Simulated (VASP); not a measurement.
Consider the following.

```
PtS2
1.0
    1.77991    -3.08289     0.00000
    1.77991     3.08289     0.00000
    0.00000     0.00000     4.54688
Pt S
1 2
Cartesian
  0.00000   0.00000   0.00000
  1.77991   1.02763   1.18974
  1.77991  -1.02763   3.35714
```

All values below come from LDA (Ceperley-Alder, Perdew-Zunger), VASP's LDA PAW potentials (set 64) (plane waves; VASP). Numerical set-up: 520 eV cut-off, 11×11×8 Γ-centred mesh, tetrahedra with Blöchl corrections, potentials Pt S.

The cores are frozen, which limits the accuracy of field gradients.

Task: Give the principal components of the electric field gradient (V/Å²) and the asymmetry η at each nucleus.

Result: 
```json
[
 {"atom": "Pt1", "Vxx": "-83.9", "Vyy": "-83.9", "Vzz": "167.8", "η": "0.00"},
 {"atom": "S2", "Vxx": "22.3", "Vyy": "22.3", "Vzz": "-44.5", "η": "0.00"},
 {"atom": "S3", "Vxx": "22.3", "Vyy": "22.3", "Vzz": "-44.5", "η": "0.00"}
]
```

The compound is PtS2 in the 1T layered structure. It was relaxed first, which changed the volume by -9 %.
